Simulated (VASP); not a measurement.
# Lattice vibrations of Sr (Strontium), part 3 of 4

How does the lattice of Sr (Strontium) vibrate? The start is a cell from a database of measured crystal structures.

VASP 6.6.1; LDA; plane waves and PAW (Sr_sv).

Still holding for the runs below: The k-mesh is coarse for a metal.

So far. Step 3 (Relax the host again, on a new basis): The run ended after 3 ionic steps, 0.001 eV below its first step, once forces and stress met EDIFFG = -0.02. Step 4 (Tight relaxation): The run ended after 3 ionic steps, 0.000 eV below its first step, once forces and stress met EDIFFG = -0.002.

## 5. Force constants in the supercell

System of this step: Sr (Strontium). The structure is cubic, space group Fm-3m (No. 225). Conventional cell: a = 5.788 Å, b = 5.788 Å, c = 5.788 Å, α = 90.00°, β = 90.00°, γ = 90.00°. Sr has 12 Sr at 4.09 Å nearest.

Each independent atom is moved by 0.015 Å both ways; the forces give the force constants out to half the supercell.

INCAR reads:

```
SYSTEM = Sr
PREC = Accurate
ENCUT = 350
EDIFF = 1E-07
NELM = 120
ISMEAR = 1
SIGMA = 0.2
LREAL = .FALSE.
ALGO = Fast
GGA = CA
LWAVE = .FALSE.
LCHARG = .FALSE.
KPAR = 4
IBRION = 6
NSW = 1
NFREE = 2
POTIM = 0.015
ISIF = 0
ADDGRID = .TRUE.
```

POSCAR reads:

```
Sr
1.0
    0.0000000000      8.6823426063      8.6823426063
    8.6823426063      0.0000000000      8.6823426063
    8.6823426063      8.6823426063      0.0000000000
Sr
27
Direct
    0.0000000000      0.0000000000      0.0000000000
    0.0000000000      0.0000000000      0.3333333333
    0.0000000000      0.0000000000      0.6666666667
    0.0000000000      0.3333333333      0.0000000000
    0.0000000000      0.3333333333      0.3333333333
    0.0000000000      0.3333333333      0.6666666667
    0.0000000000      0.6666666667      0.0000000000
    0.0000000000      0.6666666667      0.3333333333
    0.0000000000      0.6666666667      0.6666666667
    0.3333333333      0.0000000000      0.0000000000
    0.3333333333      0.0000000000      0.3333333333
    0.3333333333      0.0000000000      0.6666666667
    0.3333333333      0.3333333333      0.0000000000
    0.3333333333      0.3333333333      0.3333333333
    0.3333333333      0.3333333333      0.6666666667
    0.3333333333      0.6666666667      0.0000000000
    0.3333333333      0.6666666667      0.3333333333
    0.3333333333      0.6666666667      0.6666666667
    0.6666666667      0.0000000000      0.0000000000
    0.6666666667      0.0000000000      0.3333333333
    0.6666666667      0.0000000000      0.6666666667
    0.6666666667      0.3333333333      0.0000000000
    0.6666666667      0.3333333333      0.3333333333
    0.6666666667      0.3333333333      0.6666666667
    0.6666666667      0.6666666667      0.0000000000
    0.6666666667      0.6666666667      0.3333333333
    0.6666666667      0.6666666667      0.6666666667
```

KPOINTS reads:

```
Automatic mesh
0
Gamma
3 3 3
0 0 0
```

PAW data sets: Sr_sv (LDA family, release 64).

Command:

```bash
> mpirun -np 4 vasp_std
```

The log of the run:

```text
[banner, memory and clock lines left out]
running    4 mpi-ranks, on    1 nodes
 distrk:  each k-point on    1 cores,    4 groups
 distr:  one band on    1 cores,    1 groups

 POSCAR found type information on POSCAR Sr
 POSCAR found :  1 types and      27 ions
|                                                                             |
|               ----> ADVICE to this user running VASP <----                  |
|                                                                             |
|     You have a (more or less) 'large supercell' and for larger cells it     |
|     might be more efficient to use real-space projection operators.         |
|     Therefore, try LREAL= Auto in the INCAR file.                           |
|     Mind: For very accurate calculation, you might also keep the            |
|     reciprocal projection scheme (i.e. LREAL=.FALSE.).                      |
|                                                                             |

 LDA part: xc-table for (Slater(with rela. corr.)+CA(PZ))
 , standard interpolation
 POSCAR, INCAR and KPOINTS ok, starting setup
 FFT: planning ... GRIDC
 FFT: planning ... GRID_SOFT
 FFT: planning ... GRID
 WAVECAR not read
 entering main loop
       N       E                     dE             d eps       ncg     rms          rms(c)
DAV:   1     0.168467809746E+04    0.16847E+04   -0.10442E+05  1448   0.108E+03
DAV:   2     0.126243359290E+03   -0.15584E+04   -0.15269E+04  1456   0.312E+02
DAV:   3    -0.336019451229E+02   -0.15985E+03   -0.15673E+03  1928   0.628E+01
DAV:   4    -0.500938416901E+02   -0.16492E+02   -0.16280E+02  1928   0.198E+01
DAV:   5    -0.512695874900E+02   -0.11757E+01   -0.11690E+01  1808   0.398E+00    0.636E+01
RMM:   6    -0.511336249276E+02    0.13596E+00   -0.38413E-01  1615   0.194E+00    0.367E+01
RMM:   7    -0.510372882808E+02    0.96337E-01   -0.46485E-01  1729   0.224E+00    0.121E+00
RMM:   8    -0.510503826550E+02   -0.13094E-01   -0.16784E-01  1740   0.531E-01    0.727E-01
RMM:   9    -0.510539671400E+02   -0.35845E-02   -0.34238E-02  2306   0.245E-01    0.410E-01
RMM:  10    -0.510555104349E+02   -0.15433E-02   -0.16289E-02  2317   0.125E-01    0.407E-01
RMM:  11    -0.510561838784E+02   -0.67344E-03   -0.78775E-03  1616   0.197E-01    0.436E-01
RMM:  12    -0.510562277623E+02   -0.43884E-04   -0.48809E-03  1632   0.111E-01    0.591E-02
RMM:  13    -0.510564695033E+02   -0.24174E-03   -0.24933E-03  2302   0.461E-02    0.293E-02
RMM:  14    -0.510565758055E+02   -0.10630E-03   -0.11390E-03  2373   0.276E-02    0.244E-02
WARNING in EDDRMM: call to ZHEGV failed, returncode =   8  4    112
WARNING in EDDRMM: call to ZHEGV failed, returncode =   8  4    116
RMM:  15    -0.510566562134E+02   -0.80408E-04   -0.85137E-04  2267   0.186E-02    0.688E-03
RMM:  16    -0.510567030498E+02   -0.46836E-04   -0.48422E-04  2269   0.135E-02    0.101E-02
WARNING in EDDRMM: call to ZHEGV failed, returncode =   6  3    115
RMM:  17    -0.510567401049E+02   -0.37055E-04   -0.38176E-04  2120   0.961E-03    0.465E-03
 num prob  num prob  num prob  num prob  num prob  num prob  num prob  num prob  num prob  num prob  num prob  num prob  num prob  num prob  num prob RMM:  18    -0.510567592339E+02   -0.19129E-04   -0.19954E-04  2042   0.717E-03    0.590E-03
 num prob  num prob  num prob  num prob  num prob  num prob  num prob  num prob  num prob  num prob  num prob  num prob  num prob RMM:  19    -0.510567747715E+02   -0.15538E-04   -0.16147E-04  2011   0.557E-03    0.458E-03
 num prob  num prob RMM:  20    -0.510567815971E+02   -0.68256E-05   -0.72221E-05  2040   0.459E-03    0.647E-03
 num prob  num prob  num prob  num prob  num prob WARNING in EDDRMM: call to ZHEGV failed, returncode =   8  4    123
 num prob RMM:  21    -0.510567865685E+02   -0.49714E-05   -0.53814E-05  2020   0.490E-03    0.384E-03
 num prob  num prob  num prob  num prob  num prob  num prob  num prob  num prob  num prob  num prob  num prob RMM:  22    -0.510567875676E+02   -0.99915E-06   -0.12315E-05  1484   0.316E-03    0.190E-03
 num prob  num prob  num prob  num prob  num prob  num prob  num prob  num prob RMM:  23    -0.510567877082E+02   -0.14057E-06   -0.31239E-06  1161   0.249E-03    0.232E-03
 num prob  num prob  num prob  num prob  num prob  num prob  num prob  num prob  num prob  num prob  num prob  num prob WARNING in EDDRMM: call to ZHEGV failed, returncode =   8  4    123
 num prob RMM:  24    -0.510567858595E+02    0.18487E-05    0.17264E-05  1047   0.214E-03    0.460E-04
 num prob  num prob  num prob  num prob RMM:  25    -0.510567837426E+02    0.21168E-05    0.20378E-05  1063   0.177E-03    0.747E-04
 num prob  num prob  num prob  num prob  num prob  num prob  num prob  num prob  num prob  num prob RMM:  26    -0.510567806338E+02    0.31088E-05    0.30574E-05   975   0.148E-03    0.397E-04
 num prob  num prob  num prob  num prob  num prob  num prob RMM:  27    -0.510567775127E+02    0.31211E-05    0.30837E-05   993   0.135E-03    0.833E-04
 num prob  num prob  num prob  num prob  num prob  num prob RMM:  28    -0.510567739490E+02    0.35638E-05    0.35429E-05  1000   0.119E-03    0.597E-04
 num prob  num prob  num prob  num prob  num prob  num prob RMM:  29    -0.510567704920E+02    0.34570E-05    0.34464E-05   832   0.101E-03    0.692E-04
 num prob  num prob  num prob RMM:  30    -0.510567668819E+02    0.36101E-05    0.36024E-05   654   0.945E-04    0.378E-04
 num prob  num prob  num prob RMM:  31    -0.510567634618E+02    0.34201E-05    0.34198E-05   706   0.884E-04    0.267E-04
 num prob  num prob  num prob  num prob  num prob  num prob RMM:  32    -0.510567599973E+02    0.34644E-05    0.34664E-05   671   0.804E-04    0.236E-04
WARNING in EDDRMM: call to ZHEGV failed, returncode =   8  4    119
RMM:  33    -0.510567567542E+02    0.32431E-05    0.32469E-05   653   0.780E-04    0.563E-04
 num prob  num prob  num prob  num prob  num prob  num prob RMM:  34    -0.510567535444E+02    0.32098E-05    0.32173E-05   670   0.724E-04    0.474E-04
 num prob  num prob  num prob  num prob  num prob  num prob WARNING in EDDRMM: call to ZHEGV failed, returncode =   6  3    147
RMM:  35    -0.510567504765E+02    0.30679E-05    0.30737E-05   561   0.650E-04    0.481E-04
 num prob RMM:  36    -0.510567475009E+02    0.29756E-05    0.29875E-05   571   0.659E-04    0.280E-04
 num prob  num prob  num prob  num prob RMM:  37    -0.510567448042E+02    0.26967E-05    0.27045E-05   595   0.625E-04    0.309E-04
 num prob  num prob  num prob  num prob  num prob RMM:  38    -0.510567421281E+02    0.26760E-05    0.26838E-05   552   0.604E-04    0.212E-04
 num prob  num prob  num prob  num prob WARNING in EDDRMM: call to ZHEGV failed, returncode =   8  4    142
[...]
num prob  num prob  num prob  num prob  num prob RMM: 112    -0.510566888442E+02    0.98749E-07    0.89208E-07   393   0.445E-04
   1 F= -.51056689E+02 E0= -.51088932E+02  d E =0.967293E-01
 Found     1 degrees of freedom:
 Finite differences POTIM= 0.01500 DOF=   1
 bond charge predicted
       N       E                     dE             d eps       ncg     rms          rms(c)
DAV:   1    -0.510555020223E+02    0.11869E-02   -0.55487E-01  2120   0.143E+00    0.192E-01
RMM:   2    -0.510562898409E+02   -0.78782E-03   -0.11229E-02  2145   0.233E-01    0.732E-02
WARNING in EDDRMM: call to ZHEGV failed, returncode =   6  3    144
RMM:   3    -0.510563817543E+02   -0.91913E-04   -0.14062E-03  2795   0.757E-02    0.429E-02
RMM:   4    -0.510564134533E+02   -0.31699E-04   -0.43587E-04  3204   0.342E-02    0.213E-02
RMM:   5    -0.510564366025E+02   -0.23149E-04   -0.20550E-04  3248   0.209E-02    0.132E-02
 num prob  num prob WARNING in EDDRMM: call to ZHEGV failed, returncode =   6  3    121
WARNING in EDDRMM: call to ZHEGV failed, returncode =   6  3    145
 num prob  num prob RMM:   6    -0.510564496899E+02   -0.13087E-04   -0.10759E-04  3164   0.142E-02    0.459E-03
 num prob  num prob  num prob  num prob  num prob WARNING in EDDRMM: call to ZHEGV failed, returncode =   8  4    142
RMM:   7    -0.510564561947E+02   -0.65048E-05   -0.53396E-05  3076   0.970E-03    0.524E-03
 num prob  num prob  num prob  num prob  num prob  num prob  num prob  num prob  num prob WARNING in EDDRMM: call to ZHEGV failed, returncode =   8  4    141
 num prob  num prob  num prob  num prob  num prob  num prob  num prob  num prob  num prob  num prob  num prob  num prob  num prob RMM:   8    -0.510564596885E+02   -0.34938E-05   -0.28743E-05  2758   0.707E-03    0.289E-03
 num prob  num prob  num prob  num prob  num prob  num prob  num prob RMM:   9    -0.510564615821E+02   -0.18936E-05   -0.15226E-05  2709   0.518E-03    0.116E-03
 num prob  num prob  num prob  num prob  num prob  num prob  num prob  num prob WARNING in EDDRMM: call to ZHEGV failed, returncode =   6  3    147
 num prob  num prob  num prob  num prob  num prob  num prob  num prob  num prob  num prob  num prob  num prob RMM:  10    -0.510564625692E+02   -0.98711E-06   -0.84560E-06  2492   0.392E-03    0.184E-03
 num prob  num prob  num prob  num prob  num prob  num prob  num prob  num prob  num prob  num prob  num prob  num prob  num prob  num prob RMM:  11    -0.510564631425E+02   -0.57326E-06   -0.49167E-06  2196   0.301E-03    0.273E-03
 num prob  num prob  num prob  num prob  num prob  num prob  num prob  num prob  num prob  num prob  num prob  num prob  num prob  num prob WARNING in EDDRMM: call to ZHEGV failed, returncode =   6  3    142
 num prob  num prob  num prob  num prob  num prob  num prob  num prob  num prob  num prob  num prob  num prob  num prob  num prob  num prob  num prob  num prob RMM:  12    -0.510564634293E+02   -0.28680E-06   -0.24747E-06  1861   0.226E-03    0.310E-03
 num prob  num prob  num prob  num prob  num prob  num prob  num prob  num prob WARNING in EDDRMM: call to ZHEGV failed, returncode =   8  4    142
 num prob  num prob  num prob  num prob  num prob  num prob  num prob  num prob  num prob RMM:  13    -0.510564635960E+02   -0.16674E-06   -0.16636E-06  1904   0.182E-03    0.317E-03
 num prob  num prob  num prob  num prob  num prob  num prob  num prob  num prob  num prob  num prob  num prob  num prob  num prob  num prob  num prob  num prob  num prob  num prob  num prob  num prob  num prob  num prob  num prob RMM:  14    -0.510564636813E+02   -0.85271E-07   -0.96210E-07  1747   0.144E-03
   2 F= -.51056464E+02 E0= -.51088753E+02  d E =0.968665E-01
 Finite differences progress:
  Degree of freedom:   1/  1
  Displacement:        1/  2
  Total:               1/  2
 bond charge predicted
       N       E                     dE             d eps       ncg     rms          rms(c)
DAV:   1    -0.510534512053E+02    0.30124E-02   -0.19749E+00  2040   0.299E+00    0.370E-01
RMM:   2    -0.510558607238E+02   -0.24095E-02   -0.36317E-02  2121   0.436E-01    0.141E-01
RMM:   3    -0.510561701050E+02   -0.30938E-03   -0.49488E-03  2940   0.139E-01    0.791E-02
RMM:   4    -0.510562857027E+02   -0.11560E-03   -0.15550E-03  3316   0.646E-02    0.379E-02
WARNING in EDDRMM: call to ZHEGV failed, returncode =   8  4    134
RMM:   5    -0.510563689220E+02   -0.83219E-04   -0.74263E-04  3372   0.404E-02    0.242E-02
WARNING in EDDRMM: call to ZHEGV failed, returncode =   8  4    120
WARNING in EDDRMM: call to ZHEGV failed, returncode =   6  3    126
RMM:   6    -0.510564147485E+02   -0.45827E-04   -0.37753E-04  3309   0.278E-02    0.887E-03
 num prob WARNING in EDDRMM: call to ZHEGV failed, returncode =   6  3    140
RMM:   7    -0.510564370936E+02   -0.22345E-04   -0.18383E-04  3245   0.187E-02    0.113E-02
 num prob  num prob  num prob  num prob  num prob  num prob WARNING in EDDRMM: call to ZHEGV failed, returncode =   8  4    135
RMM:   8    -0.510564492028E+02   -0.12109E-04   -0.98974E-05  3109   0.137E-02    0.597E-03
 num prob  num prob  num prob  num prob  num prob  num prob  num prob  num prob  num prob  num prob  num prob  num prob  num prob  num prob  num prob  num prob RMM:   9    -0.510564557102E+02   -0.65074E-05   -0.53009E-05  2878   0.954E-03    0.246E-03
 num prob  num prob  num prob  num prob  num prob  num prob  num prob  num prob  num prob WARNING in EDDRMM: call to ZHEGV failed, returncode =   6  3    143
 num prob  num prob  num prob  num prob RMM:  10    -0.510564591698E+02   -0.34595E-05   -0.28989E-05  2732   0.721E-03    0.365E-03
WARNING in EDDRMM: call to ZHEGV failed, returncode =   8  4    110
 num prob  num prob  num prob  num prob  num prob  num prob  num prob  num prob  num prob  num prob  num prob  num prob  num prob  num prob  num prob  num prob  num prob  num prob  num prob RMM:  11    -0.510564611878E+02   -0.20180E-05   -0.16596E-05  2667   0.535E-03    0.639E-03
 num prob  num prob  num prob  num prob  num prob  num prob  num prob  num prob  num prob  num prob  num prob  num prob  num prob  num prob  num prob  num prob  num prob  num prob  num prob  num prob RMM:  12    -0.510564621422E+02   -0.95438E-06   -0.87034E-06  2576   0.409E-03    0.357E-03
 num prob  num prob  num prob WARNING in EDDRMM: call to ZHEGV failed, returncode =   6  3    143
WARNING in EDDRMM: call to ZHEGV failed, returncode =   8  4    146
 num prob  num prob  num prob  num prob  num prob  num prob  num prob WARNING in EDDRMM: call to ZHEGV failed, returncode =   8  4    126
 num prob  num prob  num prob RMM:  13    -0.510564627238E+02   -0.58162E-06   -0.54929E-06  2387   0.306E-03    0.313E-03
 num prob  num prob  num prob  num prob  num prob  num prob  num prob  num prob  num prob  num prob  num prob  num prob  num prob  num prob WARNING in EDDRMM: call to ZHEGV failed, returncode =   8  4    143
 num prob  num prob  num prob  num prob  num prob  num prob  num prob  num prob  num prob  num prob  num prob RMM:  14    -0.510564630111E+02   -0.28732E-06   -0.27260E-06  2040   0.229E-03    0.264E-03
 num prob  num prob  num prob  num prob  num prob  num prob  num prob  num prob  num prob  num prob  num prob  num prob  num prob  num prob  num prob  num prob  num prob  num prob  num prob  num prob  num prob  num prob  num prob RMM:  15    -0.510564631727E+02   -0.16157E-06   -0.15641E-06  1830   0.176E-03    0.296E-03
 num prob  num prob  num prob  num prob  num prob  num prob  num prob  num prob  num prob  num prob  num prob  num prob  num prob  num prob  num prob  num prob  num prob  num prob  num prob RMM:  16    -0.510564633118E+02   -0.13913E-06   -0.14652E-06  1779   0.151E-03    0.316E-03
 num prob  num prob  num prob  num prob  num prob  num prob  num prob  num prob  num prob  num prob  num prob  num prob  num prob  num prob  num prob  num prob  num prob  num prob  num prob  num prob  num prob  num prob  num prob RMM:  17    -0.510564633791E+02   -0.67226E-07   -0.74537E-07  1402   0.116E-03
   3 F= -.51056463E+02 E0= -.51088754E+02  d E =0.968707E-01
 Finite differences progress:
  Degree of freedom:   1/  1
  Displacement:        2/  2
  Total:               2/  2
```

Run time: 56 min. Hardware: 4 MPI ranks of AMD EPYC 7R43, shared host; peak memory 6.7 GiB.

(Continued in part 4 of 4.)

[Lines on the potential files, build, host, timing and source positions are cut from VASP's logs without a mark.]

[Logs are printed without paths, hosts, clocks, repeated set-up lines and the standing remarks that a program may print on its own settings, such as how far it seeks lower states.]

[Hosts, paths, dates, database ids (printed as entryN), source tags and the programs' standing remarks are cut or masked in the printed files.]

[Runs that stopped without an error message from VASP are left out.]
